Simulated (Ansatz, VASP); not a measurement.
# WC: VASP beside Ansatz

One calculation is typed for both programs; each brings its own data sets. How far apart do they land? The cell is taken from a series of runs on this material, whose earlier steps may have relaxed, scaled, displaced or heated it; both programs get it as it stands.

Method: plane waves, with VASP 6.6.1 beside it; single point at PBEsol, in Ansatz 0.2.0.

### Step 1. The structure

It takes space group Fddd (No. 70, orthorhombic). The conventional cell has a = 6.145 Å, b = 6.145 Å, c = 8.691 Å, α = 90.00°, β = 90.00°, γ = 90.00°. W has 6 C at 2.17 to 2.18 Å nearest. Nearest to C lie 6 W at 2.17 to 2.18 Å. Farther neighbours are not listed.

### Step 2. VASP: single point, PBEsol, pair 1

A single point gives forces, pressure and levels at one fixed geometry, so differences don't come from the geometry; what else differs is listed under the comparison.

Lines of VASP's logs that name or quote its potential files are left out, and so is its time.

INCAR reads:

```
SYSTEM = WC
PREC = Accurate
ENCUT = 600
EDIFF = 1E-06
NELM = 120
ISMEAR = 1
SIGMA = 0.15
LREAL = .FALSE.
ALGO = Normal
GGA = PS
NBANDS = 28
LASPH = .TRUE.
LORBIT = 11
LWAVE = .FALSE.
LCHARG = .FALSE.
ISIF = 2
GGA_COMPAT = .FALSE.
KPAR = 2
```

POSCAR reads:

```
WC
1.0
    0.0000000000      0.0000000000     -4.3452637359
    4.3452637359      0.0000000000      0.0000000000
    2.1726318679     -4.3452637359     -2.1726318679
W C
4 4
Direct
    0.4869815629      0.5130184371      0.0000000000
    0.0130184371      0.9869815629      0.0000000000
    0.2369815629      0.7630184371      0.5000000000
    0.7630184371      0.2369815629      0.5000000000
    0.5117446721      0.0117446721      0.0000000000
    0.9882553279      0.4882553279      0.0000000000
    0.2617446721      0.2617446721      0.5000000000
    0.7382553279      0.7382553279      0.5000000000
```

KPOINTS reads:

```
Automatic mesh
0
Gamma
8 8 8
0 0 0
```

The projector-augmented-wave data sets are W and C (PBE family, release 64).

Started as:

```sh
mpirun -np 2 vasp_std
```

Numbers of over 12 decimals in the logs are rounded to 6 here.

Output:

```text
[banner, memory and clock lines left out]
running    2 mpi-ranks, on    1 nodes
 distrk:  each k-point on    1 cores,    2 groups
 distr:  one band on    1 cores,    1 groups

 POSCAR found type information on POSCAR W C
 POSCAR found :  2 types and       8 ions
|                                                                             |
|               ----> ADVICE to this user running VASP <----                  |
|                                                                             |
|     You enforced a specific xc type in the INCAR file but a different       |
|     [... a line on the potential file left out ...]
|     I HOPE YOU KNOW WHAT YOU ARE DOING!                                     |
|                                                                             |

 LDA part: xc-table for (Slater+PW92), standard interpolation
 POSCAR, INCAR and KPOINTS ok, starting setup
 FFT: planning ... GRIDC
 FFT: planning ... GRID_SOFT
 FFT: planning ... GRID
 WAVECAR not read
 entering main loop
       N       E                     dE             d eps       ncg     rms          rms(c)
DAV:   1     0.198845765328E+03    0.19885E+03   -0.20732E+04  5320   0.149E+03
DAV:   2    -0.775526299316E+02   -0.27640E+03   -0.26597E+03  6184   0.376E+02
DAV:   3    -0.104782810625E+03   -0.27230E+02   -0.26167E+02  7592   0.864E+01
DAV:   4    -0.105636713341E+03   -0.85390E+00   -0.84171E+00  7272   0.161E+01
DAV:   5    -0.105655808513E+03   -0.19095E-01   -0.19024E-01  7192   0.238E+00    0.694E+01
DAV:   6    -0.927932012048E+02    0.12863E+02   -0.71423E+01  7012   0.380E+01    0.243E+01
DAV:   7    -0.924024650179E+02    0.39074E+00   -0.32005E+00  7040   0.107E+01    0.154E+01
DAV:   8    -0.922906244235E+02    0.11184E+00   -0.36660E-01  6424   0.336E+00    0.144E+00
DAV:   9    -0.922764661607E+02    0.14158E-01   -0.10488E-01  7408   0.150E+00    0.487E-01
DAV:  10    -0.922752597806E+02    0.12064E-02   -0.88562E-03  6984   0.557E-01    0.972E-02
DAV:  11    -0.922752308986E+02    0.28882E-04   -0.34840E-04  7384   0.110E-01    0.150E-02
DAV:  12    -0.922752303442E+02    0.55436E-06   -0.21665E-05  7224   0.256E-02    0.922E-03
DAV:  13    -0.922752285904E+02    0.17538E-05   -0.15218E-05  7640   0.173E-02    0.354E-03
DAV:  14    -0.922752283766E+02    0.21377E-06   -0.95082E-07  3692   0.599E-03
   1 F= -.92275228E+02 E0= -.92273796E+02  d E =-.429564E-02
```

From OUTCAR (step 2):

```text
ion  position               nearest neighbor table
   1  0.487  0.513  0.000-   5 2.17   6 2.17   7 2.18   8 2.18   6 2.18   5 2.18   2 2.91   4 3.00
                             4 3.00   3 3.07   3 3.07   3 3.07   3 3.07   2 3.08   2 3.08   4 3.16
   2  0.013  0.987  0.000-   5 2.17   6 2.17   8 2.18   7 2.18   6 2.18   5 2.18   1 2.91   3 3.00
                             3 3.00   4 3.07   4 3.07   4 3.07   4 3.07   1 3.08   1 3.08   3 3.16
   3  0.237  0.763  0.500-   7 2.17   8 2.17   6 2.18   5 2.18   8 2.18   7 2.18   4 2.91   2 3.00
                             2 3.00   1 3.07   1 3.07   1 3.07   1 3.07   4 3.08   4 3.08   2 3.16
   4  0.763  0.237  0.500-   7 2.17   8 2.17   5 2.18   6 2.18   8 2.18   7 2.18   3 2.91   1 3.00
                             1 3.00   2 3.07   2 3.07   2 3.07   2 3.07   3 3.08   3 3.08   1 3.16
   5  0.512  0.012  0.000-   1 2.17   2 2.17   4 2.18   3 2.18   2 2.18   1 2.18
   6  0.988  0.488  0.000-   1 2.17   2 2.17   4 2.18   3 2.18   2 2.18   1 2.18
   7  0.262  0.262  0.500-   3 2.17   4 2.17   1 2.18   2 2.18   4 2.18   3 2.18
   8  0.738  0.738  0.500-   3 2.17   4 2.17   1 2.18   2 2.18   4 2.18   3 2.18

  LATTYP: Found a body centered tetragonal cell.
 ALAT       =     4.3452637359
 C/A-ratio  =     2.0000000000

 Subroutine GETGRP returns: Found  8 space group operations
 (whereof  2 operations were pure point group operations)

The static configuration has the point symmetry C_2 .
 The point group associated with its full space group is D_2h.

 Found     95 irreducible k-points:

   k-points           NKPTS =     95   k-points in BZ     NKDIM =     95   number of bands    NBANDS=     28

   dimension x,y,z NGX =    36 NGY =   36 NGZ =   48
   dimension x,y,z NGXF=    72 NGYF=   72 NGZF=   96

   ENCUT  =  600.0 eV  44.10 Ry    6.64 a.u.   8.68  8.68 10.63*2*pi/ulx,y,z

   NELECT =      40.0000    total number of electrons

 k-points in reciprocal lattice and weights: Automatic mesh
   0.00000000  0.00000000  0.00000000       0.002
   0.12500000  0.00000000  0.00000000       0.016
   0.25000000  0.00000000  0.00000000       0.016
   0.37500000  0.00000000  0.00000000       0.016
   0.50000000  0.00000000  0.00000000       0.008
   0.12500000  0.12500000  0.00000000       0.008
   0.12500000 -0.12500000 -0.12500000       0.008
   0.25000000  0.12500000  0.00000000       0.016
   0.12500000 -0.25000000 -0.25000000       0.016
[...]
-0.12500000  0.12500000  0.50000000       0.004
   0.00000000  0.00000000  0.50000000       0.002

 average (electrostatic) potential at core
       1 -36.7975       2 -36.7975       3 -36.7975       4 -36.7975       5 -46.0156
       6 -46.0156       7 -46.0156       8 -46.0156

 E-fermi :   9.7813

 k-point     1 :       0.0000    0.0000    0.0000
  band No.  band energies     occupation
    ...
     18       8.7521      2.00000
     19       8.8028      2.00000
     20       8.8264      2.00000
     21       8.8463      2.00000
     22       8.9191      2.00000
     23      10.2220     -0.00026
     24      10.3906     -0.00000
     25      10.4007     -0.00000
     26      10.5058     -0.00000
     27      10.9962     -0.00000
    ...

 k-point     2 :       0.1250    0.0000    0.0000
  band No.  band energies     occupation
    ...
     18       7.5380      2.00000
     19       8.3756      2.00000
     20       9.2179      2.00000
     21       9.6214      2.06133
     22       9.6551      1.99962
     23       9.9259     -0.04193
     24      10.6564     -0.00000
     25      10.7109     -0.00000
     26      11.0167     -0.00000
     27      11.4424     -0.00000
    ...

 k-point     3 :       0.2500    0.0000    0.0000
  band No.  band energies     occupation
    ...
     17       7.1623      2.00000
     18       8.1254      2.00000
     19       8.7469      2.00000
     20       9.0571      2.00000
     21       9.1023      2.00000
     22       9.9870     -0.06551
     23      10.7074     -0.00000
     24      10.9610     -0.00000
     25      11.2350     -0.00000
     26      11.9242     -0.00000
    ...

  Total        0.8844236     -1.3157367      0.8844236     -0.0000000      0.0000000     -0.3616389
  in kB       17.2711988    -25.6939653     17.2711988     -0.0000000      0.0000000     -7.0621565
  external PRESSURE =       2.9494774 kB  Pullay stress =       0.0000000 kB

  energy-cutoff  :      600.00
  volume of cell :       82.04
      direct lattice vectors                 reciprocal lattice vectors
     0.000000000  0.000000000 -4.345263736     0.000000000  0.115067814 -0.230135628
     4.345263736  0.000000000  0.000000000     0.230135628  0.115067814  0.000000000
     2.172631868 -4.345263736 -2.172631868     0.000000000 -0.230135628  0.000000000

 POSITION                                       TOTAL-FORCE (eV/Angst)
 -----------------------------------------------------------------------------------
      2.22920      0.00000     -2.11606         0.206588     -0.000000      0.206588
      4.28870      0.00000     -0.05657        -0.206588     -0.000000     -0.206588
      4.40183     -2.17263     -2.11606         0.206588     -0.000000      0.206588
      2.11606     -2.17263     -4.40183        -0.206588     -0.000000     -0.206588
      0.05103      0.00000     -2.22367        -0.035185      0.000000      0.035185
      2.12160      0.00000     -4.29423         0.035185     -0.000000     -0.035185
      2.22367     -2.17263     -2.22367        -0.035185     -0.000000      0.035185
      4.29423     -2.17263     -4.29423         0.035185      0.000000     -0.035185
 -----------------------------------------------------------------------------------
    total drift:                               -0.000000      0.000000      0.000000

  FREE ENERGIE OF THE ION-ELECTRON SYSTEM (eV)
  ---------------------------------------------------
  free  energy   TOTEN  =       -92.2752283766 eV

  energy  without entropy=      -92.2709327415  energy(sigma->0) =      -92.27379650

 total charge
# of ion       s       p       d       tot
------------------------------------------
    1        0.574   0.808   4.391   5.773
    2        0.574   0.808   4.391   5.773
    3        0.574   0.808   4.391   5.773
    4        0.574   0.808   4.391   5.773
    5        0.855   1.584   0.000   2.439
    6        0.855   1.584   0.000   2.439
    7        0.855   1.584   0.000   2.439
    8        0.855   1.584   0.000   2.439
--------------------------------------------------
tot          5.714   9.570  17.564  32.848

[... 3 further parts left out ...]
```

The data set W keeps the semicore shell frozen, which is cheaper and a little less accurate.

### Step 3. Ansatz: single point, PBEsol, pair 1

Ansatz runs on its default PAW (the set named soft_2) files.

The same cell, functional, mesh and smearing now go to Ansatz, which takes its cutoff from its data sets.

input.yaml reads:

```yaml
crystal:
  lattice:
    - [0.0, 0.0, -4.3452637359]
    - [4.3452637359, 0.0, 0.0]
    - [2.1726318679, -4.3452637359, -2.1726318679]
  atoms:
    - { symbol: W, position: [0.4869815629, 0.5130184371, 0.0] }
    - { symbol: W, position: [0.0130184371, -0.0130184371, 0.0] }
    - { symbol: W, position: [0.2369815629, 0.7630184371, 0.5] }
    - { symbol: W, position: [0.7630184371, 0.2369815629, 0.5] }
    - { symbol: C, position: [0.5117446721, 0.0117446721, 0.0] }
    - { symbol: C, position: [-0.0117446721, 0.4882553279, 0.0] }
    - { symbol: C, position: [0.2617446721, 0.2617446721, 0.5] }
    - { symbol: C, position: [0.7382553279, 0.7382553279, 0.5] }
kpoints:
  mp_grid: { grid: [8, 8, 8] }
hamiltonian:
  xc: pbesol
scf:
  occupations: { method: methfessel_paxton, width: 0.15 }
output:
  forces: true
  stress: true
  eigenvalues: true
```

Started as:

```sh
ansatz run input.yaml --threads 4 --pin off --max-ram 7168MiB --backend cpu --events-out ev --progress --plain --runs-dir out
```

Output:

```text
Engine: ansatz 0.2.0, aarch64-unknown-linux-gnu
Pseudopotentials: kind: paw
Pseudopotential: W, paw, valence charge 14, recommended cutoff 420 eV (normal), W.paw.azcp
Pseudopotential: C, paw, valence charge 4, recommended cutoff 420 eV (normal), C.paw.azcp
Functional definition: PBEsol
  exchange = pbesol_x
  correlation = pbesol_c
Crystal: 8 atoms, lattice volume = 82.044 Å³
Basis set: ecut = 420 eV, 1591 PW (Γ), exchange–correlation on 60×60×72 points (8 copies of the dense FFT grid, shifted against one another)
Bands: 44, of which v1, the nominal top of the filled ones, is band 36 counted from 1 (35 counted from 0)
Symmetry: 8 space group operations
Space group: Fddd (ITA 70), of the structure as read, at distance tolerance 4.3e-5 Å
k-points: 95 of 512
Non-local potential: W, projectors of the file, l = 0: 3, l = 1: 2, l = 2: 2, l = 3: 1
Non-local potential: C, projectors of the file, l = 0: 2, l = 1: 2, l = 2: 1
PAW form: soft (Blöchl's): semilocal exchange-correlation on the pseudo side does not see the compensation charge
PAW frozen core: W, regenerated for the run's functional, and the local potential with it (the file was generated under x = pbe(κ = 0.804, μ = 0.219515), c = pbe(β = 0.066725))
PAW frozen core: C, regenerated for the run's functional, and the local potential with it (the file was generated under x = pbe(κ = 0.804, μ = 0.219515), c = pbe(β = 0.066725))
PAW one-centre angular grid: W, 590 points (default); XC on 64 Gauss nodes
PAW one-centre angular grid: C, 110 points (default); XC on 64 Gauss nodes
Initial density: superposition of atomic densities (neutral atoms: chi_scale 0, normalization atom), corrected by the library's trained network
Initial wavefunctions: pseudopotential atomic-orbital guess
Functional: x = pbesol(κ = 0.804, μ = 0.123457), c = pbesol(β = 0.046)
SCF iter   1: F=—  HF=-42011.356058 eV  |F-HF|=—  |Δ(HF+E_count)|=         —  Δρ=7.65e-3  dr2=3.91e-2  ethr=1.77e-3  ⟨swp⟩=5.3  Hψ=16034  notcnv=0
preconditioner: auto → Kerker (q_TF=auto, 2.670 Å⁻¹)  [metal: Δε(μ)=0.009 eV  Ē_g=8.052 eV  σ=0.150 eV  W_gap=0.05  n_scr=30 (ndim 8)  ℏωp=25.9 eV  f_vac=0.000  D(μ)=4.84/eV (n_scr^D=44)]
SCF iter   2: F=—  HF=-42011.349447 eV  |F-HF|=—  |Δ(HF+E_count)|=   6.61e-3  S|Δr|=    0.00e0  Δρ=3.84e-3  dr2=8.49e-3  ethr=5.43e-5  ⟨swp⟩=1.2  Hψ=4965  notcnv=0
SCF iter   3: F=—  HF=-42011.348050 eV  |F-HF|=—  |Δ(HF+E_count)|=   1.40e-3  S|Δr|=    0.00e0  Δρ=5.65e-4  dr2=1.52e-4  ethr=1.18e-5  ⟨swp⟩=2.0  Hψ=5818  notcnv=0
SCF iter   4: F=—  HF=-42011.348045 eV  |F-HF|=—  |Δ(HF+E_count)|=   5.28e-6  S|Δr|=    0.00e0  Δρ=8.64e-5  dr2=3.70e-6  ethr=2.11e-7  ⟨swp⟩=2.0  Hψ=5891  notcnv=0
SCF iter   5: F=—  HF=-42011.348048 eV  |F-HF|=—  |Δ(HF+E_count)|=   3.51e-6  S|Δr|=    0.00e0  Δρ=1.17e-5  dr2=9.04e-8  ethr=1.39e-10  ⟨swp⟩=7.7  Hψ=19916  notcnv=0
SCF iter   6: F=-42011.348048 eV  HF=-42011.348048 eV  |F-HF|=1.87e-9  |Δ(HF+E_count)|=   1.10e-8  S|Δr|=    0.00e0  Δρ=2.08e-6  dr2=3.84e-9  ethr=1.25e-10  ⟨swp⟩=2.4  Hψ=13846  notcnv=0
SCF 1 converged in 6 iterations: F = -42011.348048 eV  dr2 = 3.84e-9
  greatest PAW one-centre occupation: 1.000 electrons in one spin orbital (limit 2), on the W atom at site 3 (counted from 0), in its partial waves of l = 0
SCF converged after 6 iterations
Stability not checked: this state was not tested for a lower state beside it, because cold or Methfessel-Paxton smearing, or corrected tetrahedra, fill the levels in a way that the test cannot read (fill_not_monotonic; see scf.lower_state_search)
Free energy (F): -42011.348048 eV
Harris-Foulkes:  -42011.348048 eV  (|F-HF|=1.87e-9)
Internal energy: -42011.343744 eV  (E = F + TS)
E sigma→0 (E₀):  -42011.346972 eV
Entropy (-TS):   -0.004304 eV (-0.538 meV/atom)
Fermi energy:    22.194288 eV
--- Per-component energies (eV) ---
  E_band       = -212.420940
  E_kinetic    = 2173.077615
  E_local      = -2575.772424  (includes V_loc(G=0)·N_el)
  E_nonlocal   = 116.406472
  E_hartree    = 904.550560
  E_xc         = -1258.163388
  E_vxc        = -1200.326486  (∫ρ·V_xc dr)
  E_paw        = -34124.631184  (= ΣΔE_a)
  E_vpaw       = -534.908153  (= ΣTr[D̂ρ^β])
  E_aug_tail   = -0.000269  (compensation charges beyond the density's cutoff)
  E_ewald      = -7247.782696
  E_core_change = 0.971571  (= ΣΔE_core)
  E_smearing   = -0.004304  (= −TS)
  E_closure    = 0.000000  (closes the sum)
  Σ components = -42011.348048   (vs F -42011.348048, Δ=0.00e0)
--- Forces (eV/Å), atoms counted from 1 ---
  atom   1  W      0.18319034     0.00000000     0.18319034
  atom   2  W     -0.18319034    -0.00000000    -0.18319034
  atom   3  W      0.18319034     0.00000000     0.18319034
  atom   4  W     -0.18319034    -0.00000000    -0.18319034
  atom   5  C     -0.03671878     0.00000000     0.03671878
  atom   6  C      0.03671878    -0.00000000    -0.03671878
  atom   7  C     -0.03671878     0.00000000     0.03671878
  atom   8  C      0.03671878    -0.00000000    -0.03671878
  max |Σ_I F_I| component: 1.39e-17 eV/Å
--- Stress (GPa, compression-positive) ---
        1.485758      -0.000000      -0.715433
       -0.000000      -2.757045       0.000000
       -0.715433       0.000000       1.485758
  P = ⅓ Tr σ = 0.0715 GPa (0.715 kbar)
--- Band table (eV; the first three rows and the last of 95) ---
  k-point 0: bands = [... 32 lower, 19.8353, 21.1036, 21.1522, 21.2635, 21.2720, 21.2870, 22.6319, 22.7960, ... 4 higher]
  k-point 1: bands = [... 32 lower, 19.4578, 19.7026, 21.2247, 21.5188, 21.6375, 21.7201, 22.0063, 23.0209, ... 4 higher]
  k-point 2: bands = [... 32 lower, 19.1944, 19.3951, 20.6824, 20.7749, 21.7971, 22.3808, 22.4702, 22.9434, ... 4 higher]
  k-point 94: bands = [... 32 lower, 21.8205, 21.8205, 23.2834, 23.2834, 23.4223, 23.4223, 23.5949, 23.5949, ... 4 higher]
```

The run ends at a pressure of 0.07 GPa, with forces up to 0.26 eV/Å.

### Step 4. Comparison

Known differences besides the potentials themselves: the data sets hold 72 valence electrons in Ansatz (on its default PAW (the set named soft_2) files) and 40 in VASP; the cutoff is 420 eV in Ansatz and 600 eV in VASP; Ansatz makes its cores anew for this functional, VASP keeps those of its PBE data sets. Total energies have different zeros and are not compared.

Compared:

```
      quantity  Ansatz  VASP  difference
pressure (GPa)    0.07  0.29       -0.22
```

Forces (eV/Å; atoms numbered as in POSCAR):

```
atom         Ansatz x, y, z           VASP x, y, z
  W1    0.183, 0.000, 0.183    0.207, 0.000, 0.207
  W2  -0.183, 0.000, -0.183  -0.207, 0.000, -0.207
  W3    0.183, 0.000, 0.183    0.207, 0.000, 0.207
  W4  -0.183, 0.000, -0.183  -0.207, 0.000, -0.207
  C5   -0.037, 0.000, 0.037   -0.035, 0.000, 0.035
  C6   0.037, 0.000, -0.037   0.035, 0.000, -0.035
  C7   -0.037, 0.000, 0.037   -0.035, 0.000, 0.035
  C8   0.037, 0.000, -0.037   0.035, 0.000, -0.035
```

The forces differ by 14 meV/Å r.m.s., which is 11.2 % of the r.m.s. force of 0.121 eV/Å (both taken over all components).

### Step 5. Further runs

Further runs change the set-up of one program: Ansatz's method, potentials or start, or VASP's data sets, cutoff or form of LDA. The table gives Ansatz less VASP for each quantity, since a change that brings one quantity closer may part another.

```
                               run  r.m.s. force difference (meV/Å)  pressure (GPa)
                          as above                               14           -0.22
VASP with the data sets W_sv and C                              4.2            -1.1
```

(Part 1 of 2 ends here.)

[Lines on the potential files, build, host, timing and source positions are cut from VASP's logs without a mark.]

[Logs are printed without paths, hosts, clocks, repeated set-up lines and the standing remarks that a program may print on its own settings, such as how far it seeks lower states.]

[Hosts, paths, dates, database ids (printed as entryN), source tags and the programs' standing remarks are cut or masked in the printed files.]
